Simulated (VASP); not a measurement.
An input for Ansatz (written as the equivalent of a VASP run, and not itself run):

Ansatz 0.2 input:
```yaml
crystal:
  lattice:
    - [1.7933064, -3.1060775, 0.0000000]
    - [1.7933064, 3.1060775, 0.0000000]
    - [0.0000000, 0.0000000, 5.8856551]
  atoms:
    - { symbol: Mg, position: [1.0000000, 1.0000000, 0.0000000] }
    - { symbol: I, position: [0.3333330, 0.6666670, 0.2802343] }
    - { symbol: I, position: [0.6666670, 0.3333330, 0.7197657] }
kpoints:
  mp_grid: { grid: [7, 7, 4] }
hamiltonian:
  xc: pbe
  pseudopotentials: { kind: paw }
scf:
  occupations: { method: gaussian, width: 0.05 }
  max_iter: 100
relax:
  max_steps: 40
  f_tol: 0.02
  cell: { p_target: 30 }
output: { forces: true, stress: true, eigenvalues: true }
```

Task: Write the VASP files for the same calculation (PBE).

Result: One answer among several that fit: 
**POSCAR**
```
MgI2
1.0
  1.7933063609  -3.1060774622   0.0000000000
  1.7933063609   3.1060774622   0.0000000000
  0.0000000000   0.0000000000   5.8856551489
Mg I
1 2
Cart
  3.5866127218   0.0000000000   0.0000000000
  1.7933063609   1.0353612248   1.6493626902
  1.7933063609  -1.0353612248   4.2362924587
```

File KPOINTS:
```
Automatic mesh
0
Gamma
7 7 4
0 0 0
```

### INCAR
```
SYSTEM = MgI2
PREC = Accurate; ENCUT = 500; LREAL = .False.
LASPH = .True.
EDIFF = 1E-6; NELM = 100; ALGO = Normal
LMAXMIX = 4
ISMEAR = 0; SIGMA = 0.05
GGA = PE
IBRION = 2; NSW = 40; ISIF = 3
EDIFFG = -0.02; PSTRESS = 300
LWAVE = .False.; LCHARG = .False.
```

POTCAR, in this order: Mg I (PBE.64 set). Program: vasp_std.

Limits of the translation: each code has its own PAW files, so the cut-off isn't converted (ENCUT is set for VASP's; basis.ecutwfc is left out, and Ansatz then takes the one that its files recommend); Ansatz stops its SCF on the density residual and VASP on the energy change (EDIFF).

The compound is MgI2 in the 1T layered structure. It was relaxed first under an external pressure of 30 GPa.
